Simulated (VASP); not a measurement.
Computed with revPBE GGA, VASP's PBE PAW potentials (set 64) (plane waves; VASP).

The input files of a VASP run:

### KPOINTS
```
Regular mesh
0
Gamma
 8 8 8
0 0 0
```

POSCAR:
```
PtAl2
1
    0.0000000000     2.9833731601     2.9833731601
    2.9833731601    -0.0000000000     2.9833731601
    2.9833731601     2.9833731601    -0.0000000000
Al Pt
2 1
Direct
  0.2500000000   0.2500000000   0.2500000000
  0.7500000000   0.7500000000   0.7500000000
  0.0000000000   0.0000000000   0.0000000000
```

INCAR:
```
# general
SYSTEM  = PtAl2
PREC    = Accurate
ENCUT   = 520
LREAL   = F
LASPH   = T

# electronic loop
EDIFF   = 1E-6
NELM    = 100
ALGO    = Normal
LMAXMIX = 6

# smearing
ISMEAR  = 1
SIGMA   = 0.1

# functional
GGA     = RE

# ions
IBRION  = 2
NSW     = 60
ISIF    = 3
EDIFFG  = -0.02

# output
LWAVE   = F
LCHARG  = F
```

POTCAR, in this order: Al Pt (PBE.64 set). Program: vasp_std.

What VASP printed:

**OSZICAR**
```
       N       E                     dE             d eps       ncg     rms          rms(c)
DAV:   1     0.499731726882E+02    0.49973E+02   -0.68490E+03   704   0.114E+03
DAV:   2    -0.140302624215E+02   -0.64003E+02   -0.56199E+02   832   0.186E+02
DAV:   3    -0.158021271511E+02   -0.17719E+01   -0.17559E+01   868   0.309E+01
DAV:   4    -0.158181694026E+02   -0.16042E-01   -0.16034E-01   832   0.346E+00
DAV:   5    -0.158184326193E+02   -0.26322E-03   -0.26321E-03   876   0.462E-01    0.822E+00
DAV:   6    -0.154239874582E+02    0.39445E+00   -0.22682E+00   788   0.148E+01    0.247E+00
DAV:   7    -0.153517079178E+02    0.72280E-01   -0.19309E-01   752   0.451E+00    0.172E+00
DAV:   8    -0.153266022729E+02    0.25106E-01   -0.30775E-02   792   0.182E+00    0.260E-01
DAV:   9    -0.153267778224E+02   -0.17555E-03   -0.20130E-03   812   0.445E-01    0.166E-01
DAV:  10    -0.153270219500E+02   -0.24413E-03   -0.49411E-04   740   0.177E-01    0.200E-02
DAV:  11    -0.153270229446E+02   -0.99465E-06   -0.21553E-05   848   0.486E-02    0.952E-03
DAV:  12    -0.153270290025E+02   -0.60579E-05   -0.15917E-05   744   0.293E-02    0.313E-03
DAV:  13    -0.153270289230E+02    0.79524E-07   -0.67976E-07   572   0.884E-03
   1 F= -.15327029E+02 E0= -.15327195E+02  d E =-.153270E+02
```

### OUTCAR
```
------------------------ aborting loop because EDIFF is reached ----------------------------------------
  FORCE on cell =-STRESS in cart. coord.  units (eV):
  Direction    XX          YY          ZZ          XY          YZ          ZX
  --------------------------------------------------------------------------------------
  Total        0.0152334      0.0152334      0.0152334     -0.0000000     -0.0000000      0.0000000
  in kB        0.4595735      0.4595735      0.4595735     -0.0000000     -0.0000000      0.0000000
  external PRESSURE =       0.4595735 kB  Pullay stress =       0.0000000 kB
  volume of cell :       53.11
      direct lattice vectors                 reciprocal lattice vectors
     0.000000000  2.983373160  2.983373160    -0.167595528  0.167595528  0.167595528
     2.983373160  0.000000000  2.983373160     0.167595528 -0.167595528  0.167595528
     2.983373160  2.983373160  0.000000000     0.167595528  0.167595528 -0.167595528
 POSITION                                       TOTAL-FORCE (eV/Angst)
 -----------------------------------------------------------------------------------
      1.49169      1.49169      1.49169         0.000000      0.000000      0.000000
      4.47506      4.47506      4.47506        -0.000000     -0.000000     -0.000000
      0.00000      0.00000      0.00000         0.000000      0.000000      0.000000
 -----------------------------------------------------------------------------------
    total drift:                                0.000000     -0.000000      0.000000
  FREE ENERGIE OF THE ION-ELECTRON SYSTEM (eV)
  ---------------------------------------------------
  free  energy   TOTEN  =       -15.3270289230 eV

  energy  without entropy=      -15.3275273218  energy(sigma->0) =      -15.32719506

 reached required accuracy - stopping structural energy minimisation
```
(Selected blocks of OUTCAR.)

The compound is PtAl2 in the fluorite structure. It was relaxed first. The start is the result of an earlier pass.
